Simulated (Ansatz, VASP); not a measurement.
# SnO2 (1T-SnO2 monolayer) in two plane-wave programs

Aim: how closely do two programs agree when they are given the same cell, functional and k mesh? Of the first pair: The structure shown is the start of the Ansatz relaxation below; VASP solves that cell, so the two are compared at the walk's first step.

Main program and level: Ansatz 0.2.0; plane waves, with VASP 6.6.1 beside it; single point at PBE with D3(BJ).

### 1. The structure

The cell holds 3 atoms: 2 O and 1 Sn. Its edges and angles: a = 3.220 Å, b = 3.220 Å, c = 34.589 Å, α = 90.0°, β = 90.0°, γ = 120.0°. Vacuum lies along c.

### 2. Ansatz: relaxation, PBE with D3(BJ)

Ansatz runs on its PAW soft_1 files.

The two programs are compared at the cell with which this relaxation starts, whose forces are those of its first step.

Contents of input.yaml:

```yaml
crystal:
  lattice:
    - [3.22, 0.0, 0.0]
    - [-1.61, 2.7886018002, 0.0]
    - [0.0, 0.0, 34.5888543835]
  atoms:
    - { symbol: O, position: [0.6666666667, 0.3333333333, 0.4741411733] }
    - { symbol: Sn, position: [0.0, 0.0, 0.5] }
    - { symbol: O, position: [0.3333333333, 0.6666666667, 0.5258588267] }
  periodic: [true, true, false]
kpoints:
  mp_grid: { grid: [12, 12, 1] }
hamiltonian:
  xc: pbe
  dispersion: d3bj
  pseudopotentials: { kind: paw, azcp: { folder: soft_1 } }
scf:
  occupations: { method: fermi_dirac, width: 0.05 }
  convergence: { dr2_threshold: 1.0e-09 }
relax:
  f_tol: 0.004
  max_steps: 90
  cell: {}
output:
  write_potential: true
  write_density: true
  volumetric_format: npy
```

Started as:

```
$ ansatz run input.yaml --threads 2 --pin off --max-ram 3072MiB --backend cpu --events-out ev --progress --plain --runs-dir out
```

Numbers of over 12 decimals in the logs are rounded to 6 here.

The program printed:

```text
Warning: relax.cell: scf.convergence.dr2_threshold = 1e-9 eV is looser than the 2.15862920333e-10 eV advised for a relaxation that steers and ends on the stress (1e-10 eV for each atom of the cell: 3, times the square of relax.cell.stress_2d_tol = 0.05 N/m over 11.8 Å (the atoms' height at the walk's start and 5 Å past either face), 4.241e-2 GPa, over a crystal's default 0.05). What an SCF threshold leaves in a stress goes as its square root, and in the free energy as the threshold itself, and one threshold admits the most on a small cell: [figures from the program's tests cut] Set scf.convergence.dr2_threshold to 2.15862920333e-10 eV or tighter. [rest of the remark cut]
Engine: ansatz 0.2.0, aarch64-unknown-linux-gnu
Pseudopotentials: kind: paw
Pseudopotential: O, paw, valence charge 6, recommended cutoff 420 eV (normal), soft_1/O.paw.azcp
Pseudopotential: Sn, paw, valence charge 14, recommended cutoff 420 eV (normal), soft_1/Sn.paw.azcp
Functional definition: PBE
  parameter kappa = 0.804
  parameter beta = 0.066725
  exchange = pbe_x(kappa = kappa, mu = beta*pi^2/3)
  correlation = pbe_c(beta = beta)
Crystal: 3 atoms, lattice volume = 310.584 Å³
Basis set: ecut = 420 eV, 6175 PW (Γ), exchange–correlation on 48×48×480 points (8 copies of the dense FFT grid, shifted against one another)
Bands: 17, of which v1, the nominal top of the filled ones, is band 13 counted from 1 (12 counted from 0)
Symmetry: 12 space group operations
Space group: P-3m1 (ITA 164), of the structure as read, at distance tolerance 6.8e-5 Å
k-points: 19 of 144
Non-local potential: O, projectors of the file, l = 0: 2, l = 1: 2, l = 2: 1
Non-local potential: Sn, projectors of the file, l = 0: 2, l = 1: 2, l = 2: 2, l = 3: 1
PAW form: soft (Blöchl's): semilocal exchange-correlation on the pseudo side does not see the compensation charge
PAW one-centre angular grid: O, 110 points (default); XC on 64 Gauss nodes
PAW one-centre angular grid: Sn, 590 points (default); XC on 64 Gauss nodes
Initial density: superposition of atomic densities (neutral atoms: chi_scale 0, normalization atom)
Initial wavefunctions: pseudopotential atomic-orbital guess
Functional: x = pbe(κ = 0.804, μ = 0.219515), c = pbe(β = 0.066725)
SCF iter   1: F=—  HF=-7162.030766 eV  |F-HF|=—  |Δ(HF+E_count)|=         —  Δρ=5.98e-2  dr2=1.12e1  ethr=3.10e-3  ⟨swp⟩=13.8  Hψ=2984  notcnv=0
preconditioner: auto → Resta (q_TF=auto, 1.805 Å⁻¹)  ε∞=1.3  [insulator: Δε(μ)=4.828 eV  Ē_g=19.770 eV  σ=0.050 eV  W_gap=1.00  n_scr=18 (ndim 8)  ℏωp=10.7 eV  f_vac=0.839  D(μ)=0.00/eV (n_scr^D=0)  ε∞_Penn≈1.3  vacuum switching on, ρ_ref=2.8e-2 e/Å³]
SCF iter   2: F=—  HF=-7159.274402 eV  |F-HF|=—  |Δ(HF+E_count)|=    2.76e0  Δρ=3.38e-2  dr2=1.80e0  ethr=3.10e-3  ⟨swp⟩=5.4  Hψ=1286  notcnv=0
SCF iter   3: F=—  HF=-7158.772168 eV  |F-HF|=—  |Δ(HF+E_count)|=   5.02e-1  Δρ=9.09e-3  dr2=1.21e-1  ethr=3.10e-3  ⟨swp⟩=3.7  Hψ=888  notcnv=0
SCF iter   4: F=—  HF=-7158.768577 eV  |F-HF|=—  |Δ(HF+E_count)|=   3.59e-3  Δρ=1.48e-3  dr2=3.34e-3  ethr=4.66e-4  ⟨swp⟩=3.9  Hψ=733  notcnv=0
SCF iter   5: F=—  HF=-7158.765900 eV  |F-HF|=—  |Δ(HF+E_count)|=   2.68e-3  Δρ=4.51e-4  dr2=2.62e-4  ethr=1.28e-5  ⟨swp⟩=3.6  Hψ=890  notcnv=0
SCF iter   6: F=—  HF=-7158.765775 eV  |F-HF|=—  |Δ(HF+E_count)|=   1.25e-4  Δρ=7.96e-5  dr2=1.90e-5  ethr=1.01e-6  ⟨swp⟩=2.9  Hψ=689  notcnv=0
SCF iter   7: F=—  HF=-7158.765755 eV  |F-HF|=—  |Δ(HF+E_count)|=   2.00e-5  Δρ=2.63e-5  dr2=1.55e-6  ethr=7.29e-8  ⟨swp⟩=3.5  Hψ=776  notcnv=0
SCF iter   8: F=—  HF=-7158.765725 eV  |F-HF|=—  |Δ(HF+E_count)|=   2.93e-5  Δρ=6.84e-6  dr2=7.40e-8  ethr=5.95e-9  ⟨swp⟩=3.2  Hψ=789  notcnv=0
SCF iter   9: F=—  HF=-7158.765725 eV  |F-HF|=—  |Δ(HF+E_count)|=   2.32e-8  Δρ=1.47e-6  dr2=4.71e-9  ethr=2.85e-10  ⟨swp⟩=2.7  Hψ=650  notcnv=0
SCF iter  10: F=-7158.765725 eV  HF=-7158.765725 eV  |F-HF|=1.40e-10  |Δ(HF+E_count)|=  7.39e-10  Δρ=1.76e-7  dr2=7.28e-11  ethr=3.85e-12  ⟨swp⟩=13.8  Hψ=2873  notcnv=0
SCF 1 converged in 10 iterations: F = -7158.765725 eV  dr2 = 7.28e-11
  greatest PAW one-centre occupation: 0.996 electrons in one spin orbital (limit 2), on the Sn atom at site 1 (counted from 0), in its partial waves of l = 2
relax step   1: F+E_penalty+E_count = -7158.76572526 eV  Δ(F+E_penalty+E_count) = +0.000e0 eV  max|allowed force component| = 1.702e0 eV/Å  Δτ_max = 0.0000 Å  P = +4.876 N/m  Ω = 310.584 Å³  fix = [c, alpha, beta]  reactions: c +0.000 N/m  (10 SCF iters, accepted)
[...]
relax step   2: F+E_penalty+E_count = -7158.95983559 eV  Δ(F+E_penalty+E_count) = -1.941e-1 eV  max|allowed force component| = 5.392e-2 eV/Å  Δτ_max = 0.1359 Å  P = +1.170 N/m  Ω = 305.034 Å³  energy of the carried Pulay correction = +1.472e-3 eV  fix = [c, alpha, beta]  reactions: c +0.000 N/m  (9 SCF iters, accepted)
[...]
relax step   3: F+E_penalty+E_count = -7158.96427460 eV  Δ(F+E_penalty+E_count) = -4.439e-3 eV  max|allowed force component| = 2.334e-2 eV/Å  Δτ_max = 0.0154 Å  P = +0.200 N/m  Ω = 309.163 Å³  energy of the carried Pulay correction = +3.743e-4 eV  fix = [c, alpha, beta]  reactions: c +0.000 N/m  (7 SCF iters, accepted)
[...]
relax step   4: F+E_penalty+E_count = -7158.96425131 eV  Δ(F+E_penalty+E_count) = +2.329e-5 eV  max|allowed force component| = 3.606e-3 eV/Å  Δτ_max = 0.0003 Å  P = +0.017 N/m  Ω = 309.641 Å³  energy of the carried Pulay correction = +2.482e-4 eV  fix = [c, alpha, beta]  reactions: c +0.000 N/m  (6 SCF iters, accepted)
[...]
relax step   5: F+E_penalty+E_count = -7158.96399085 eV  Δ(F+E_penalty+E_count) = +2.605e-4 eV  max|allowed force component| = 3.590e-3 eV/Å  Δτ_max = 0.0000 Å  P = +0.011 N/m  Ω = 309.641 Å³  fix = [c, alpha, beta]  reactions: c +0.000 N/m  stress off target by 1.08e-2 N/m on what of the cell is left free  SCF on the basis re-selected at this cell (its energy is not comparable with the rows above)  (4 SCF iters)
basis re-selected at this cell: Δ(F+E_penalty+E_count) = +2.605e-4 eV, ΔP = -0.007 N/m vs the last step (what re-selecting the basis moved, of the pressure what is left beyond the Pulay correction that the steps carried, after the strain that the cell walked since its last selection, with what the two solves' SCF thresholds leave and, on support functions, any second-order correction that the steps lacked; it is no m [...]
SCF converged after 4 iterations
Free energy (F): -7158.963991 eV
Harris-Foulkes:  -7158.963991 eV  (|F-HF|=5.28e-11)
Internal energy: -7158.963991 eV  (E = F + TS)
E sigma→0 (E₀):  -7158.963991 eV
Fermi energy:    -6.919227 eV
--- Per-component energies (eV) ---
  E_band       = -504.477859
  E_kinetic    = 505.929189
  E_local      = -54013.365570  (includes V_loc(G=0)·N_el)
  E_nonlocal   = 249.762169
  E_hartree    = 26714.896523
  E_xc         = -267.760482
  E_vxc        = -261.617164  (∫ρ·V_xc dr)
  E_paw        = -4698.431571  (= ΣΔE_a)
  E_vpaw       = -414.981729  (= ΣTr[D̂ρ^β])
  E_aug_tail   = 0.001831  (compensation charges beyond the density's cutoff)
  E_ewald      = 24350.355183
  E_disp       = -0.351262  (pairwise vdW)
  E_smearing   = -0.000000  (= −TS)
  E_closure    = 0.000000  (closes the sum)
  Σ components = -7158.963991   (vs F -7158.963991, Δ=0.00e0)
--- Forces (eV/Å), atoms counted from 1 ---
  atom   1  O      0.00000000    -0.00000000    -0.00358964
  atom   2  Sn    -0.00000000     0.00000000     0.00000000
  atom   3  O     -0.00000000     0.00000000     0.00358964
  max |Σ_I F_I| component: 4.63e-18 eV/Å
--- 2D stress c σ (N/m, compression-positive) ---
        0.010806      -0.000000       0.000000
       -0.000000       0.010806      -0.000000
        0.000000      -0.000000       0.000000
  P = ½ c Tr σ = 0.0108 N/m
--- Band table (eV; the first three rows and the last of 19) ---
  k-point 0: bands = [... 9 lower, -9.4933, -9.0432, -9.0432, -8.9115, -5.6686, -2.5397, -0.2253, -0.2178]
  k-point 1: bands = [... 9 lower, -9.6817, -9.2782, -8.9550, -8.7054, -5.3210, -2.2866, -0.1193, -0.0786]
  k-point 2: bands = [... 9 lower, -10.0591, -9.4950, -8.8437, -8.5819, -4.5350, -1.6965, 0.1603, 0.3406]
  k-point 18: bands = [... 9 lower, -11.8451, -10.8893, -8.4968, -8.4968, -2.0298, 1.5724, 1.9768, 1.9768]
--- Relaxed structure (4 steps of the walk, 4 accepted, 1 SCFs on fresh bases) ---
  F+E_penalty+E_count = -7158.96399085 eV   max|allowed force component| = 3.590e-3 eV/Å   (the final SCF, on the basis selected at the relaxed cell)
  cell:  # Å, volume = 309.6408 Å³
    - [3.215109, 0, 0]
    - [-1.607555, 2.784366, 0]
    - [0, 0, 34.5888543835]
  atoms:
    - { symbol: O, position: [0.666667, 0.333333, 0.470647] }
    - { symbol: Sn, position: [0, 0, 0.500000] }
    - { symbol: O, position: [0.333333, 0.666667, 0.529353] }
```

### 3. VASP: single point, PBE with D3(BJ), start cell, pair 1

The same cell, functional, mesh and smearing now go to VASP, with its own data sets.

Lines of VASP's logs that name or quote its potential files are left out, and so is its time.

Contents of INCAR:

```
SYSTEM = SnO2
PREC = Accurate
ENCUT = 520
EDIFF = 1E-06
NELM = 120
ISMEAR = -1
SIGMA = 0.05
LREAL = .FALSE.
ALGO = Normal
GGA = PE
IVDW = 12
NBANDS = 19
LORBIT = 11
LWAVE = .FALSE.
LCHARG = .FALSE.
ISIF = 2
LDIPOL = .TRUE.
IDIPOL = 3
DIPOL = 0.5 0.5 0.5
LVHAR = .TRUE.
LASPH = .TRUE.
GGA_COMPAT = .FALSE.
EFERMI = MIDGAP
NELMDL = -8
```

Contents of POSCAR:

```
SnO2
1.0
    3.2200000000      0.0000000000      0.0000000000
   -1.6100000000      2.7886020000      0.0000000000
    0.0000000000      0.0000000000     34.5888540000
O Sn
2 1
Direct
    0.6666666667      0.3333333333      0.4741411785
    0.3333333333      0.6666666667      0.5258588215
    0.0000000000      0.0000000000      0.5000000000
```

Contents of KPOINTS:

```
Automatic mesh
0
Gamma
12 12 1
0 0 0
```

The projector-augmented-wave data sets are O and Sn_d (PBE family, release 64).

Started as:

```
$ mpirun -np 1 vasp_std
```

The program printed:

```text
[banner, memory and clock lines left out]
running    1 mpi-ranks, on    1 nodes
 distrk:  each k-point on    1 cores,    1 groups
 distr:  one band on    1 cores,    1 groups

 POSCAR found type information on POSCAR O Sn
 POSCAR found :  2 types and       3 ions
 LDA part: xc-table for (Slater+PW92), standard interpolation
 POSCAR, INCAR and KPOINTS ok, starting setup
 FFT: planning ... GRIDC
 FFT: planning ... GRID_SOFT
 FFT: planning ... GRID
 WAVECAR not read
 entering main loop
       N       E                     dE             d eps       ncg     rms          rms(c)
DAV:   1     0.232387500043E+03    0.23239E+03   -0.11287E+04   906   0.105E+03
DAV:   2     0.150935564645E+02   -0.21729E+03   -0.20583E+03   998   0.257E+02
DAV:   3    -0.203886754107E+02   -0.35482E+02   -0.34969E+02   927   0.125E+02
DAV:   4    -0.212918338346E+02   -0.90316E+00   -0.90270E+00  1016   0.235E+01
DAV:   5    -0.213035725773E+02   -0.11739E-01   -0.11737E-01   992   0.266E+00
DAV:   6    -0.213038458132E+02   -0.27324E-03   -0.27323E-03  1006   0.398E-01
DAV:   7    -0.213038542115E+02   -0.83984E-05   -0.83984E-05  1081   0.588E-02
DAV:   8    -0.213038544613E+02   -0.24978E-06   -0.24977E-06   830   0.699E-03    0.115E+01
DAV:   9    -0.179591550135E+02    0.33447E+01   -0.15127E+01  1105   0.613E+01    0.451E+00
DAV:  10    -0.179913808188E+02   -0.32226E-01   -0.92814E-01   864   0.693E+00    0.238E+00
DAV:  11    -0.179695499276E+02    0.21831E-01   -0.10533E-01   998   0.414E+00    0.711E-01
DAV:  12    -0.179646297958E+02    0.49201E-02   -0.26312E-02  1248   0.254E+00    0.106E-01
DAV:  13    -0.179649766492E+02   -0.34685E-03   -0.21928E-03   898   0.442E-01    0.473E-02
DAV:  14    -0.179649972370E+02   -0.20588E-04   -0.29238E-04   960   0.158E-01    0.180E-02
DAV:  15    -0.179650727651E+02   -0.75528E-04   -0.34693E-05   974   0.654E-02    0.130E-02
DAV:  16    -0.179651579086E+02   -0.85144E-04   -0.91948E-05   910   0.115E-01    0.970E-03
DAV:  17    -0.179652885475E+02   -0.13064E-03   -0.42320E-05   886   0.505E-02    0.460E-03
DAV:  18    -0.179653995454E+02   -0.11100E-03   -0.63425E-06   800   0.257E-02    0.271E-03
DAV:  19    -0.179654889401E+02   -0.89395E-04   -0.37802E-06   738   0.193E-02    0.195E-03
DAV:  20    -0.179655250333E+02   -0.36093E-04   -0.13205E-06   793   0.601E-03    0.727E-04
DAV:  21    -0.179655375083E+02   -0.12475E-04   -0.38562E-07   816   0.292E-03    0.546E-04
DAV:  22    -0.179655430220E+02   -0.55137E-05   -0.76840E-08   834   0.230E-03    0.208E-04
DAV:  23    -0.179655447098E+02   -0.16878E-05   -0.27141E-08   796   0.173E-03    0.116E-04
DAV:  24    -0.179655453647E+02   -0.65488E-06   -0.65992E-09   807   0.889E-04
   1 F= -.18319713E+02 E0= -.18319713E+02  d E =-.640341E-12
```

Parts of OUTCAR (step 3):

```text
ion  position               nearest neighbor table
   1  0.667  0.333  0.474-   3 2.06   3 2.06   3 2.06
   2  0.333  0.667  0.526-   3 2.06   3 2.06   3 2.06
   3  0.000  0.000  0.500-   1 2.06   2 2.06   1 2.06   2 2.06   1 2.06   2 2.06

  LATTYP: Found a hexagonal cell.
 ALAT       =     3.2200000000
 C/A-ratio  =    10.7418801242

 Subroutine GETGRP returns: Found 12 space group operations
 (whereof 12 operations were pure point group operations)

The static configuration has the point symmetry D_3d.

 Found     19 irreducible k-points:

   k-points           NKPTS =     19   k-points in BZ     NKDIM =     19   number of bands    NBANDS=     19

   dimension x,y,z NGX =    24 NGY =   24 NGZ =  270
   dimension x,y,z NGXF=    48 NGYF=   48 NGZF=  540

   ENCUT  =  520.0 eV  38.22 Ry    6.18 a.u.   5.99  5.99 64.31*2*pi/ulx,y,z

   NELECT =      26.0000    total number of electrons

 k-points in reciprocal lattice and weights: Automatic mesh
   0.00000000  0.00000000  0.00000000       0.007
   0.08333333  0.00000000  0.00000000       0.042
   0.16666667  0.00000000  0.00000000       0.042
   0.25000000  0.00000000  0.00000000       0.042
   0.33333333  0.00000000  0.00000000       0.042
   0.41666667  0.00000000  0.00000000       0.042
   0.50000000  0.00000000  0.00000000       0.021
   0.08333333  0.08333333  0.00000000       0.042
   0.16666667  0.08333333  0.00000000       0.083
[...]
0.33333333  0.25000000  0.00000000       0.083
   0.33333333  0.33333333  0.00000000       0.014

 dipolmoment           0.000000      0.000000      0.000000 electrons x Angstroem

 average (electrostatic) potential at core
       1 -79.6863       2 -79.6863       3-111.3075

 E-fermi :  -4.9312

 k-point     1 :       0.0000    0.0000    0.0000
  band No.  band energies     occupation
    ...
      9      -7.7908      2.00000
     10      -7.7908      2.00000
     11      -7.3362      2.00000
     12      -7.3362      2.00000
     13      -7.2129      2.00000
     14      -3.5536      0.00000
     15      -0.2835      0.00000
     16       1.3571      0.00000
     17       1.3910      0.00000
     18       1.5953      0.00000
    ...

 k-point     2 :       0.0833    0.0000    0.0000
  band No.  band energies     occupation
    ...
      9      -8.2011      2.00000
     10      -8.0572      2.00000
     11      -7.5526      2.00000
     12      -7.1723      2.00000
     13      -6.8658      2.00000
     14      -3.1704      0.00000
     15      -0.1189      0.00000
     16       1.4676      0.00000
     17       1.5381      0.00000
     18       1.7251      0.00000
    ...

 k-point     3 :       0.1667    0.0000    0.0000
  band No.  band energies     occupation
    ...
      9      -8.8592      2.00000
     10      -8.5283      2.00000
     11      -7.6277      2.00000
     12      -6.9726      2.00000
     13      -6.6407      2.00000
     14      -2.2930      0.00000
     15       0.2753      0.00000
     16       1.7686      0.00000
     17       1.9718      0.00000
     18       2.1160      0.00000
    ...

 Edisp (eV)   -0.35417

  Total       2.99995     2.99995     3.09801     0.00000     0.00000    -0.00000
  in kB      15.47553    15.47553    15.98141     0.00000     0.00000    -0.00000
  external pressure =       15.64 kB  Pullay stress =        0.00 kB

  energy-cutoff  :      520.00
  volume of cell :      310.58
      direct lattice vectors                 reciprocal lattice vectors
     3.220000000  0.000000000  0.000000000     0.310559006  0.179301313  0.000000000
    -1.610000000  2.788602000  0.000000000     0.000000000  0.358602626  0.000000000
     0.000000000  0.000000000 34.588854000     0.000000000  0.000000000  0.028911047

 POSITION                                       TOTAL-FORCE (eV/Angst)
 -----------------------------------------------------------------------------------
      1.61000      0.92953     16.40000         0.000000     -0.000000     -1.764247
     -0.00000      1.85907     18.18885        -0.000000      0.000000      1.764247
      0.00000      0.00000     17.29443        -0.000000     -0.000000      0.000000
 -----------------------------------------------------------------------------------
    total drift:                                0.000000      0.000000      0.000000

  FREE ENERGIE OF THE ION-ELECTRON SYSTEM (eV)
  ---------------------------------------------------
  free  energy   TOTEN  =       -18.3197129532 eV

  energy  without entropy=      -18.3197129532  energy(sigma->0) =      -18.31971295

 vacuum level on the upper side and lower side of the slab         1.559         1.559

 total charge
# of ion       s       p       d       tot
------------------------------------------
    1        1.572   3.488   0.000   5.060
    2        1.572   3.488   0.000   5.060
    3        0.907   1.117  10.376  12.400
--------------------------------------------------
tot          4.050   8.093  10.376  22.520

[... 3 further parts left out ...]
```

The gap is read on the k-mesh alone, so it is an upper bound where the band edges lie off the mesh.

### 4. Comparison

Known differences besides the potentials themselves: Ansatz cuts the interaction across the vacuum, VASP repeats the sheet with a dipole correction; the cutoff is 420 eV in Ansatz and 520 eV in VASP. Total energies have different zeros and are not compared.

Forces (eV/Å; atoms numbered as in POSCAR):

| atom | Ansatz x, y, z | VASP x, y, z |
| --- | --- | --- |
| O1 | 0.000, 0.000, -1.702 | 0.000, 0.000, -1.764 |
| O2 | 0.000, 0.000, 1.702 | 0.000, 0.000, 1.764 |
| Sn3 | 0.000, 0.000, 0.000 | 0.000, 0.000, 0.000 |

The forces differ by 29 meV/Å r.m.s., which is 3.5 % of the r.m.s. force of 0.832 eV/Å (both taken over all components). With vacuum in the cell, a pressure given here is an average over mostly empty space and none of the material.

(Continued in part 2 of 2.)

[Lines on the potential files, build, host, timing and source positions are cut from VASP's logs without a mark.]

[Logs are printed without paths, hosts, clocks, repeated set-up lines and the standing remarks that a program may print on its own settings, such as how far it seeks lower states.]

[Hosts, paths, dates, database ids (printed as entryN), source tags and the programs' standing remarks are cut or masked in the printed files.]
